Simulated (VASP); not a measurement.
Output of a VASP run:

### OUTCAR
```
 ion  position               nearest neighbor table
   1  0.000  0.000  0.000-   2 2.56   2 2.56   2 2.56   2 2.56   2 2.56   2 2.56
   2  0.500  0.500  0.500-   1 2.56   1 2.56   1 2.56   1 2.56   1 2.56   1 2.56
  LATTYP: Found a face centered cubic cell.
 ALAT       =     5.1276755390
 Subroutine PRICEL returns:
 Original cell was already a primitive cell.
 Subroutine GETGRP returns: Found 48 space group operations
The static configuration has the point symmetry O_h .
The dynamic configuration has the point symmetry O_h .
 Subroutine INISYM returns: Found 48 space group operations
 Subroutine IBZKPT returns following result:
 Found     35 irreducible k-points:

 Following reciprocal coordinates:
            Coordinates               Weight
  0.000000  0.000000  0.000000      1.000000
  0.111111  0.000000  0.000000      8.000000
  0.222222  0.000000  0.000000      8.000000
  0.333333  0.000000  0.000000      8.000000
  0.444444  0.000000  0.000000      8.000000
  0.111111  0.111111  0.000000      6.000000
  0.222222  0.111111  0.000000     24.000000
  0.333333  0.111111  0.000000     24.000000
  0.444444  0.111111  0.000000     24.000000
 -0.444444  0.111111  0.000000     24.000000
 -0.333333  0.111111  0.000000     24.000000
 -0.222222  0.111111  0.000000     24.000000
 -0.111111  0.111111  0.000000     12.000000
  0.222222  0.222222  0.000000      6.000000
  0.333333  0.222222  0.000000     24.000000
  0.444444  0.222222  0.000000     24.000000
 -0.444444  0.222222  0.000000     24.000000
 -0.333333  0.222222  0.000000     24.000000
 -0.222222  0.222222  0.000000     12.000000
  0.333333  0.333333  0.000000      6.000000
  0.444444  0.333333  0.000000     24.000000
 -0.444444  0.333333  0.000000     24.000000
 -0.333333  0.333333  0.000000     12.000000
  0.444444  0.444444  0.000000      6.000000
 -0.444444  0.444444  0.000000     12.000000
  0.333333  0.222222  0.111111     24.000000
  0.444444  0.222222  0.111111     48.000000
 -0.444444  0.222222  0.111111     48.000000
  0.444444  0.333333  0.111111     24.000000
 -0.444444  0.333333  0.111111     48.000000
 -0.333333  0.333333  0.111111     48.000000
 -0.222222  0.333333  0.111111     24.000000
 -0.444444  0.444444  0.111111     24.000000
 -0.333333  0.444444  0.111111     24.000000
 -0.333333  0.444444  0.222222     24.000000
   k-points           NKPTS =     35   k-points in BZ     NKDIM =     35   number of bands    NBANDS=     12
   number of dos      NEDOS =    301   number of ions     NIONS =      2
   total plane-waves  NPLWV =  21952
   dimension x,y,z NGX =    28 NGY =   28 NGZ =   28
   dimension x,y,z NGXF=    56 NGYF=   56 NGZF=   56
   ions per type =               1   1
   PREC   = accura    normal or accurate (medium, high low for compatibility)
   ISTART =      0    job   : 0-new  1-cont  2-samecut
   ICHARG =      2    charge: 1-file 2-atom 10-const
   ISPIN  =      1    spin polarized calculation?
   LNONCOLLINEAR =      F non collinear calculations
   LSORBIT =      F    spin-orbit coupling
   INIWAV =      1    electr: 0-lowe 1-rand  2-diag
   ENCUT  =  520.0 eV  38.22 Ry    6.18 a.u.   6.74  6.74  6.74*2*pi/ulx,y,z
   NELM   =    100;   NELMIN=  2; NELMDL= -5     # of ELM steps
   EDIFF  = 0.1E-06   stopping-criterion for ELM
   LREAL  =      F    real-space projection
   NLSPLINE    = F    spline interpolate recip. space projectors
   LMAXMIX     =    4 max onsite mixed and CHGCAR
   VOSKOWN=      0    Vosko Wilk Nusair interpolation
   EDIFFG = 0.1E-05   stopping-criterion for IOM
   NSW    =      0    number of steps for IOM
   NBLOCK =      1;   KBLOCK =      1    inner block; outer block
   IBRION =     -1    ionic relax: 0-MD 1-quasi-New 2-CG
   NFREE  =      0    steps in history (QN), initial steepest desc. (CG)
   ISIF   =      2    stress and relaxation
   ISYM   =      2    0-nonsym 1-usesym 2-fastsym
   TEIN   =    0.0    initial temperature
   TEBEG  =    0.0;   TEEND  =   0.0 temperature during run
...
```

File OSZICAR:
```
       N       E                     dE             d eps       ncg     rms          rms(c)
DAV:   1     0.395075063034E+03    0.39508E+03   -0.60625E+06   840   0.126E+07
DAV:   2    -0.105753117390E+05   -0.10970E+05   -0.45079E+04  1472   0.137E+03
DAV:   3    -0.677987580863E+03    0.98973E+04   -0.73778E+03  1236   0.747E+03
DAV:   4    -0.136066732597E+04   -0.68268E+03   -0.14529E+04  1464   0.337E+02
DAV:   5    -0.120621928882E+04    0.15445E+03   -0.12813E+04  1532   0.359E+02    0.456E+02
DAV:   6    -0.627907058506E+01    0.11999E+04   -0.11933E+03  1084   0.227E+02    0.169E+02
DAV:   7    -0.393197849547E+01    0.23471E+01   -0.38704E+01  1004   0.473E+01    0.114E+02
DAV:   8    -0.393010479279E+01    0.18737E-02   -0.21666E+00  1116   0.110E+01    0.804E+01
DAV:   9    -0.378268703107E+01    0.14742E+00   -0.10234E+00  1064   0.101E+01    0.347E+01
DAV:  10    -0.400614538479E+01   -0.22346E+00   -0.32725E-01   884   0.648E+00    0.159E+01
DAV:  11    -0.399176145440E+01    0.14384E-01   -0.26157E-01  1000   0.420E+00    0.122E+00
DAV:  12    -0.396793582826E+01    0.23826E-01   -0.36681E-02  1200   0.165E+00    0.169E+00
DAV:  13    -0.392497143661E+01    0.42964E-01   -0.37334E+00   844   0.799E+01    0.531E-01
DAV:  14    -0.399075732143E+01   -0.65786E-01   -0.53652E-01   840   0.129E+01    0.164E+00
DAV:  15    -0.399951482009E+01   -0.87575E-02   -0.52233E-03   856   0.113E+00    0.148E-01
DAV:  16    -0.399957462255E+01   -0.59802E-04   -0.13787E-04  1116   0.118E-01    0.835E-02
DAV:  17    -0.399954735600E+01    0.27267E-04   -0.31722E-05   876   0.860E-02    0.476E-02
DAV:  18    -0.399954779044E+01   -0.43443E-06   -0.87513E-05  1124   0.102E-01    0.199E-02
DAV:  19    -0.399954891979E+01   -0.11294E-05   -0.32739E-06  1028   0.253E-02    0.196E-02
DAV:  20    -0.399955472822E+01   -0.58084E-05   -0.77950E-07  1100   0.120E-02    0.246E-02
DAV:  21    -0.399955783650E+01   -0.31083E-05   -0.67991E-06   920   0.271E-02    0.103E-02
DAV:  22    -0.399955941326E+01   -0.15768E-05   -0.63819E-07   956   0.976E-03    0.130E-02
DAV:  23    -0.399955999685E+01   -0.58359E-06   -0.42358E-08   560   0.313E-03    0.101E-02
DAV:  24    -0.399956031155E+01   -0.31470E-06   -0.36826E-08   480   0.261E-03    0.241E-03
DAV:  25    -0.399956085396E+01   -0.54241E-06   -0.59886E-08   552   0.260E-03    0.397E-04
DAV:  26    -0.399956072550E+01    0.12845E-06   -0.92657E-09   456   0.120E-03    0.203E-04
DAV:  27    -0.399956070053E+01    0.24970E-07    0.24248E-09   448   0.835E-04
   1 F= -.39995607E+01 E0= -.39995607E+01  d E =-.121352E-11
```

**OUTCAR**
```
------------------------ aborting loop because EDIFF is reached ----------------------------------------
  FORCE on cell =-STRESS in cart. coord.  units (eV):
  Direction    XX          YY          ZZ          XY          YZ          ZX
  --------------------------------------------------------------------------------------
  Total        0.6154152      0.6154152      0.6154152      0.0000000     -0.0000000      0.0000000
  in kB       29.2534547     29.2534547     29.2534547      0.0000000     -0.0000000      0.0000000
  external PRESSURE =      29.2534547 kB  Pullay stress =       0.0000000 kB
  volume of cell :       33.71
      direct lattice vectors                 reciprocal lattice vectors
     0.000000000  2.563837770  2.563837770    -0.195020140  0.195020140  0.195020140
     2.563837770  0.000000000  2.563837770     0.195020140 -0.195020140  0.195020140
     2.563837770  2.563837770  0.000000000     0.195020140  0.195020140 -0.195020140
  FREE ENERGIE OF THE ION-ELECTRON SYSTEM (eV)
  ---------------------------------------------------
  free  energy   TOTEN  =        -3.9995607005 eV

  energy  without entropy=       -3.9995607005  energy(sigma->0) =       -3.99956070
```
(Selected blocks of OUTCAR.)

POSCAR:
```
SrO
1
    0.0000000000     2.5638377695     2.5638377695
    2.5638377695     0.0000000000     2.5638377695
    2.5638377695     2.5638377695     0.0000000000
Sr O
1 1
Direct
  0.0000000000   0.0000000000   0.0000000000
  0.5000000000   0.5000000000   0.5000000000
```

Problem. Reconstruct the remaining input files.

Solution. One answer among several that fit: the input of the run itself, revTPSS meta-GGA, plane waves, VASP's PBE PAW potentials (set 64).

**INCAR**
```
# general
SYSTEM  = SrO
PREC    = Accurate
ENCUT   = 520   # plane-wave cut-off (eV)
LREAL   = .False.
LASPH   = .True.

# electronic loop
EDIFF   = 1E-7   # SCF stop (eV)
NELM    = 100
ALGO    = Normal
LMAXMIX = 4   # l cut-off of mixed one-centre charges
LMIXTAU = .True.

# smearing
ISMEAR  = 0   # Gaussian
SIGMA   = 0.05   # width (eV)

# functional
METAGGA = RTPSS

# ions
ISIF    = 2   # forces and stress, cell fixed

# output
LWAVE   = .False.
LCHARG  = .False.
```

KPOINTS:
```
Automatic mesh
0
Gamma
9 9 9
0 0 0
```

POTCAR, in this order: Sr_sv O (PBE.64 set). Program: vasp_std.

The compound is SrO in the rock salt structure. This cell is one point of a volume scan, at 0.97 of the reference volume.
